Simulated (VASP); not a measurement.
An input for Quantum ESPRESSO's pw.x (written as the equivalent of a VASP run, and not itself run):

```
&CONTROL
  calculation = 'vc-relax'
  pseudo_dir = './pseudo'
  outdir = './out'
  tprnfor = .true.
  tstress = .true.
  nstep = 40
  forc_conv_thr = 0.00078
/
&SYSTEM
  ibrav = 0
  nat = 2
  ntyp = 2
  ecutwfc = 82
  occupations = 'smearing'
  smearing = 'methfessel-paxton'
  degauss = 0.00735
  input_dft = 'pbesol'
/
&ELECTRONS
  conv_thr = 7.3e-08
  electron_maxstep = 100
/
&IONS
/
&CELL
  press = 50
/
ATOMIC_SPECIES
  In 114.818 In.upf
  Pd 106.420 Pd.upf
CELL_PARAMETERS angstrom
     3.2123398    0.0000000   -0.0000000
     0.0000000    3.2123398   -0.0000000
     0.0000000   -0.0000000    3.2123398
ATOMIC_POSITIONS crystal
  In   0.5000000  0.5000000  0.5000000
  Pd   0.0000000  0.0000000  0.0000000
K_POINTS automatic
  11 11 11 0 0 0
```

### Question
Translate this input to VASP (INCAR, KPOINTS, POSCAR, choice of POTCAR).

### Answer
This is not unique; one that fits is 
File POSCAR:
```
PdIn
1
    3.2123398078     0.0000000000    -0.0000000000
    0.0000000000     3.2123398078    -0.0000000000
    0.0000000000    -0.0000000000     3.2123398078
In Pd
1 1
Direct
  0.5000000000   0.5000000000   0.5000000000
  0.0000000000   0.0000000000   0.0000000000
```

INCAR:
```
SYSTEM=PdIn
PREC=Accurate; ENCUT=500; LREAL=F
LASPH=T
EDIFF=1E-6; NELM=100; ALGO=Normal
LMAXMIX=4
ISMEAR=1; SIGMA=0.1
GGA=PS
IBRION=2; NSW=40; ISIF=3
EDIFFG=-0.02; PSTRESS=50
LWAVE=F; LCHARG=F
```

KPOINTS:
```
Automatic mesh
0
Gamma
11 11 11
0 0 0
```

POTCAR, in this order: In_d Pd (PBE.64 set). Program: vasp_std.

What does not carry over: the potentials are each code's own (VASP's PAW set, PseudoDojo norm-conserving files in pw.x), so ENCUT and ecutwfc are chosen apart and not converted; conv_thr bounds pw.x's estimated SCF error, while EDIFF bounds the energy change between steps; forc_conv_thr acts on force components and is met together with etot_conv_thr.

The compound is PdIn in the CsCl type structure. It was relaxed first under an external pressure of 5 GPa.
